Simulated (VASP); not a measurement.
Here is the system:

```
FeGe
1.0
    4.56004     0.00000     0.00000
    0.00000     4.56004     0.00000
    0.00000     0.00000     4.56004
Fe Ge
4 4
Direct
  0.86237   0.63763   0.36237
  0.36237   0.86237   0.63763
  0.13763   0.13763   0.13763
  0.63763   0.36237   0.86237
  0.15770   0.34230   0.65770
  0.65770   0.15770   0.34230
  0.84230   0.84230   0.84230
  0.34230   0.65770   0.15770
```
Starting moments (μB, in the order of the record's atoms Fe Fe Fe Fe Ge Ge Ge Ge): 1.1 1.1 1.1 1.1 -0.1 -0.1 -0.1 -0.1.

Level of theory: PBEsol GGA, VASP's PBE PAW potentials (set 64) (plane waves; VASP). Settings: 500 eV cut-off, 7×7×7 Γ-centred mesh, first-order Methfessel-Paxton smearing of 0.10 eV, potentials Fe Ge_d.

Energy and stress use the plane-wave basis of the starting cell.

Question: The ions, cell shape and volume at an external pressure of 10.0 GPa are relaxed. Predict the relaxed structure.

Answer: 
```
FeGe
1.0
    4.52631     0.00000     0.00000
    0.00000     4.52631     0.00000
    0.00000     0.00000     4.52631
Fe Ge
4 4
Direct
  0.86148   0.63852   0.36148
  0.36148   0.86148   0.63852
  0.13852   0.13852   0.13852
  0.63852   0.36148   0.86148
  0.15747   0.34253   0.65747
  0.65747   0.15747   0.34253
  0.84253   0.84253   0.84253
  0.34253   0.65747   0.15747
```
Space group P2_13 (198), at a tolerance of 0.03 Å. The cell ends with 3.95 μB, on the sites 1.06 1.06 1.06 1.06 -0.06 -0.06 -0.06 -0.06 μB.

Question: How do energy and volume change from the first to the last step?

Answer: The energy (σ→0) changes by +12.2 meV/atom and the volume by -2.2 %, in 6 ionic steps.

The compound is FeGe in the B20 structure. This run relaxes it under an external pressure of 10 GPa. Symmetry was kept, so distortions that lower it aren't found.
